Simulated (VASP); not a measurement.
Data:

```
CELL_PARAMETERS angstrom
     -1.64206     1.63416     3.98429
      1.64206    -1.63416     3.98429
      1.64206     1.63416    -3.98429
ATOMIC_POSITIONS crystal
  Si 0.66500 0.66500 0.00000
  Si 0.33500 0.33500 0.00000
  Mo 0.00000 0.00894 0.00894
```

Calculation: PBE GGA + U (Dudarev), VASP's PBE PAW potentials (set 64) (plane waves; VASP). Run with 400 eV cut-off, 12×12×12 Γ-centred mesh, first-order Methfessel-Paxton smearing of 0.10 eV, potentials Si Mo_sv, U − J: Mo 1.00 eV.

Q: Which forces act on the atoms, in eV/Å?

A: 
| atom | Fx | Fy | Fz |
|---|---|---|---|
| Si1 | 0.108 | 0.000 | -0.144 |
| Si2 | 0.108 | 0.000 | 0.144 |
| Mo3 | -0.216 | 0.000 | 0.000 |

Q: Give the stress tensor in GPa (positive for a compressed cell).

A: 
```
-9.50   0.00   0.00
 0.00  -8.22   0.00
 0.00   0.00  -8.13
```
The pressure is its mean diagonal, -8.62 GPa.

The compound is MoSi2 in the MoSi2 type structure. The cell was not relaxed at this level. The run is one of a series of settings (LDAU = .TRUE., LDAUJ = 0 0, LDAUL = -1 2, LDAUTYPE = 2, LDAUU = 0 1.0 against the base run), some of them coarse on purpose.
